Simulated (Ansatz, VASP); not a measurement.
# Ta7Mo3 in two plane-wave programs, part 2 of 2

One calculation is typed for both programs; each brings its own data sets and cutoff. How far apart do they land? The structure shown is the end of the VASP relaxation below.

VASP 6.6.1 and Ansatz 0.2.0.

So far: Starting point; VASP: relaxation, PBE.

**3. Ansatz: single point, PBE**

Level of this step: Ansatz beside VASP: Kohn-Sham DFT, plane waves, PBE (Ansatz).

Ansatz runs on its default PAW (the set named soft_2) files.

The same cell, functional, mesh and smearing now go to Ansatz, which takes its cutoff from its data sets.

input.yaml reads:

```yaml
crystal:
  lattice:
    - [6.62, 0.0, 0.0]
    - [3.31, 4.68104689, 0.0]
    - [0.0, 0.0, 23.36209378]
  atoms:
    - { symbol: Mo, position: [0.0, 0.0, 0.69120926] }
    - { symbol: Mo, position: [0.5, 0.0, 0.69120926] }
    - { symbol: Mo, position: [0.0, 0.5, 0.69078247] }
    - { symbol: Mo, position: [0.0, 0.0, 0.30879074] }
    - { symbol: Mo, position: [0.5, 0.0, 0.30879074] }
    - { symbol: Mo, position: [0.0, 0.5, 0.30921753] }
    - { symbol: Ta, position: [0.5, 0.5, 0.69519507] }
    - { symbol: Ta, position: [0.75340565, 0.5, 0.60033616] }
    - { symbol: Ta, position: [0.24659435, 0.5, 0.60033616] }
    - { symbol: Ta, position: [0.74772946, 0.00454107, 0.60155044] }
    - { symbol: Ta, position: [0.25227054, 0.99545893, 0.60155044] }
    - { symbol: Ta, position: [0.0, 0.0, 0.5] }
    - { symbol: Ta, position: [0.5, 0.0, 0.5] }
    - { symbol: Ta, position: [0.0, 0.5, 0.5] }
    - { symbol: Ta, position: [0.5, 0.5, 0.5] }
    - { symbol: Ta, position: [0.75340565, 0.5, 0.39966384] }
    - { symbol: Ta, position: [0.24659435, 0.5, 0.39966384] }
    - { symbol: Ta, position: [0.74772946, 0.00454107, 0.39844956] }
    - { symbol: Ta, position: [0.25227054, 0.99545893, 0.39844956] }
    - { symbol: Ta, position: [0.5, 0.5, 0.30480493] }
hamiltonian:
  xc: pbe
  pseudopotentials: { kind: paw }
kpoints:
  mp_grid: { grid: [4, 4, 1] }
scf:
  occupations: { method: gaussian, width: 0.1 }
  n_extra_bands: 9
output:
  forces: true
  eigenvalues: true
```

On the command line:

```console
$ ansatz run input.yaml --threads 4 --pin off --max-ram 18432MiB --backend cpu --events-out ev --progress --plain --runs-dir out
```

Numbers of over 12 decimals in the logs are rounded to 6 here.

What it wrote:

```text
scf.n_extra_bands = 9 over 133 filled bands (N_el = 266.0): the run solves 142 bands
Engine: ansatz 0.2.0, aarch64-unknown-linux-gnu
Pseudopotentials: kind: paw
Pseudopotential: Mo, paw, valence charge 14, recommended cutoff 420 eV (normal), Mo.paw.azcp
Pseudopotential: Ta, paw, valence charge 13, recommended cutoff 420 eV (normal), Ta.paw.azcp
Functional definition: PBE
  parameter kappa = 0.804
  parameter beta = 0.066725
  exchange = pbe_x(kappa = kappa, mu = beta*pi^2/3)
  correlation = pbe_c(beta = beta)
Crystal: 20 atoms, lattice volume = 723.957 Å³
Basis set: ecut = 420 eV, 14227 PW (Γ), exchange–correlation on 90×80×320 points (8 copies of the dense FFT grid, shifted against one another)
Bands: 142, of which v1, the nominal top of the filled ones, is band 133 counted from 1 (132 counted from 0)
Symmetry: 8 space group operations
Space group: Cmmm (ITA 65), of the structure as read, at distance tolerance 9.0e-5 Å
k-points: 7 of 16
Non-local potential: Mo, projectors of the file, l = 0: 3, l = 1: 2, l = 2: 2, l = 3: 1
Non-local potential: Ta, projectors of the file, l = 0: 3, l = 1: 2, l = 2: 2, l = 3: 1
PAW form: soft (Blöchl's): semilocal exchange-correlation on the pseudo side does not see the compensation charge
PAW one-centre angular grid: Mo, 590 points (default); XC on 64 Gauss nodes
PAW one-centre angular grid: Ta, 590 points (default); XC on 64 Gauss nodes
Initial density: superposition of atomic densities (neutral atoms: chi_scale 0, normalization atom), corrected by the library's trained network
Initial wavefunctions: pseudopotential atomic-orbital guess
Functional: x = pbe(κ = 0.804, μ = 0.219515), c = pbe(β = 0.066725)
SCF iter   1: F=—  HF=-168779.174171 eV  |F-HF|=—  |Δ(HF+E_count)|=         —  Δρ=1.02e-2  dr2=1.85e1  ethr=1.77e-3  ⟨swp⟩=8.9  Hψ=4702  notcnv=0
preconditioner: auto → LDOS  [metal: Δε(μ)=0.013 eV  Ē_g=2.754 eV  σ=0.100 eV  W_gap=0.07  n_scr=140 (ndim 8)  ℏωp=14.2 eV  f_vac=0.449  D(μ)=20.98/eV (n_scr^D=140)  β→1.0]
SCF iter   2: F=—  HF=-168778.773654 eV  |F-HF|=—  |Δ(HF+E_count)|=   4.01e-1  Δρ=4.99e-3  dr2=1.76e0  ethr=1.77e-3  ⟨swp⟩=3.1  Hψ=1371  notcnv=0  defer=6
SCF iter   3: F=—  HF=-168778.721369 eV  |F-HF|=—  |Δ(HF+E_count)|=   5.23e-2  Δρ=9.70e-4  dr2=1.72e-2  ethr=6.60e-4  ⟨swp⟩=2.0  Hψ=1245  notcnv=0  defer=6
SCF iter   4: F=—  HF=-168778.721864 eV  |F-HF|=—  |Δ(HF+E_count)|=   4.95e-4  Δρ=2.75e-4  dr2=1.05e-3  ethr=6.45e-6  ⟨swp⟩=3.0  Hψ=1535  notcnv=0  defer=6
SCF iter   5: F=—  HF=-168778.721914 eV  |F-HF|=—  |Δ(HF+E_count)|=   5.00e-5  Δρ=1.41e-4  dr2=3.36e-4  ethr=3.95e-7  ⟨swp⟩=2.9  Hψ=1391  notcnv=0  defer=6
SCF iter   6: F=—  HF=-168778.721918 eV  |F-HF|=—  |Δ(HF+E_count)|=   3.93e-6  Δρ=2.75e-5  dr2=8.57e-6  ethr=1.26e-7  ⟨swp⟩=2.0  Hψ=1308  notcnv=0  defer=6
SCF iter   7: F=—  HF=-168778.721394 eV  |F-HF|=—  |Δ(HF+E_count)|=   5.23e-4  Δρ=1.18e-5  dr2=2.15e-6  ethr=3.22e-9  ⟨swp⟩=3.1  Hψ=1989  notcnv=0  defer=6
SCF iter   8: F=—  HF=-168778.721395 eV  |F-HF|=—  |Δ(HF+E_count)|=   6.37e-7  Δρ=3.04e-6  dr2=1.06e-7  ethr=8.09e-10  ⟨swp⟩=2.3  Hψ=1359  notcnv=0  defer=6
SCF iter   9: F=-168778.721395 eV  HF=-168778.721395 eV  |F-HF|=4.77e-9  |Δ(HF+E_count)|=   3.99e-8  Δρ=9.76e-7  dr2=1.49e-8  ethr=3.76e-11  ⟨swp⟩=13.6  Hψ=4504  notcnv=0
SCF 1 converged in 9 iterations: F = -168778.721395 eV  dr2 = 1.49e-8
  greatest PAW one-centre occupation: 1.000 electrons in one spin orbital (limit 2), on the Ta atom at site 15 (counted from 0), in its partial waves of l = 0
SCF converged after 9 iterations
Free energy (F): -168778.721395 eV
Harris-Foulkes:  -168778.721395 eV  (|F-HF|=4.77e-9)
Internal energy: -168778.626202 eV  (E = F + TS)
E sigma→0 (E₀):  -168778.673799 eV
Entropy (-TS):   -0.095193 eV (-4.760 meV/atom)
Fermi energy:    6.992899 eV
--- Per-component energies (eV) ---
  E_band       = -5042.867170
  E_kinetic    = 7747.220690
  E_local      = -227011.336873  (includes V_loc(G=0)·N_el)
  E_nonlocal   = 1075.073256
  E_hartree    = 109901.922401
  E_xc         = -4143.904117
  E_vxc        = -4209.628637  (∫ρ·V_xc dr)
  E_paw        = -136762.445115  (= ΣΔE_a)
  E_vpaw       = -2448.049609  (= ΣTr[D̂ρ^β])
  E_aug_tail   = 0.002224  (compensation charges beyond the density's cutoff)
  E_ewald      = 80414.841332
  E_smearing   = -0.095193  (= −TS)
  E_closure    = 0.000000  (closes the sum)
  Σ components = -168778.721395   (vs F -168778.721395, Δ=0.00e0)
--- Forces (eV/Å), atoms counted from 1 ---
  atom   1  Mo    -0.00000000     0.00000000    -0.01687437
  atom   2  Mo     0.00000000     0.00000000    -0.01687437
  atom   3  Mo     0.00000000     0.00000000    -0.02305373
  atom   4  Mo    -0.00000000     0.00000000     0.01687437
  atom   5  Mo     0.00000000     0.00000000     0.01687437
  atom   6  Mo     0.00000000     0.00000000     0.02305373
  atom   7  Ta     0.00000000     0.00000000    -0.00976329
  atom   8  Ta     0.01465890     0.00000000    -0.00715598
  atom   9  Ta    -0.01465890     0.00000000    -0.00715598
  atom  10  Ta     0.00000000     0.00819476     0.00203805
  atom  11  Ta     0.00000000    -0.00819476     0.00203805
  atom  12  Ta     0.00000000    -0.00000000     0.00000000
  atom  13  Ta     0.00000000     0.00000000     0.00000000
  atom  14  Ta     0.00000000     0.00000000     0.00000000
  atom  15  Ta    -0.00000000     0.00000000     0.00000000
  atom  16  Ta     0.01465890     0.00000000     0.00715598
  atom  17  Ta    -0.01465890     0.00000000     0.00715598
  atom  18  Ta     0.00000000     0.00819476    -0.00203805
  atom  19  Ta     0.00000000    -0.00819476    -0.00203805
  atom  20  Ta     0.00000000     0.00000000     0.00976329
  max |Σ_I F_I| component: 1.21e-17 eV/Å
--- Band table (eV; the first three rows and the last of 7) ---
  k-point 0: bands = [... 129 lower, 7.3014, 7.3086, 7.4404, 7.5761, 7.6727, 8.0044, 8.0666, 8.1462, ... 5 higher]
  k-point 1: bands = [... 129 lower, 6.9114, 7.3145, 7.3151, 7.3571, 7.3607, 7.4070, 7.4230, 7.4656, ... 5 higher]
  k-point 2: bands = [... 129 lower, 6.6732, 6.6907, 6.6952, 6.7632, 6.8770, 6.9276, 7.0347, 7.1266, ... 5 higher]
  k-point 6: bands = [... 129 lower, 6.4726, 6.5413, 6.6227, 6.6428, 6.6638, 6.6760, 7.0644, 7.0707, ... 5 higher]
```

Run time: 20 s. Hardware: 4 threads of Arm Neoverse V1, shared host; peak memory 2.6 GiB.

In the SCF lines HF is the Harris–Foulkes energy and dr2 the Hartree energy of the density residual, in eV; the loop may stop once dr2 is under the threshold and the program's other checks hold. Hψ counts applications of the Hamiltonian.

**4. Comparison**

Known differences besides the potentials themselves: the data sets hold 266 valence electrons in Ansatz (default PAW (the set named soft_2) files) and 238 in VASP; the cutoff is 420 eV in Ansatz and 330 eV in VASP (PREC = Normal, projectors in real space). Total energies have different zeros and are not compared.

At this near-relaxed geometry the largest component of a force difference is 29 meV/Å. VASP's last cycles still show a density residual of 3e-03, so its state may not be settled.

**5. Results**

```yaml
r_m_s_force_difference_single_point_pbe: 9.2 meV/Å
```

**Reading.** The r.m.s. force difference is 9.2 meV/Å (single point, PBE), within the 12 meV/Å picked in this series as the mark of a large difference. How closely two codes agree says nothing of how well the functional describes the real material.

[Lines on the potential files, build, host, timing and source positions are cut from VASP's logs without a mark.]

[Logs are printed without paths, hosts, clocks, repeated set-up lines and the standing remarks that a program may print on its own settings, such as how far it seeks lower states.]

[Hosts, paths, dates, database ids (printed as entryN), source tags and the programs' standing remarks are cut or masked in the printed files.]
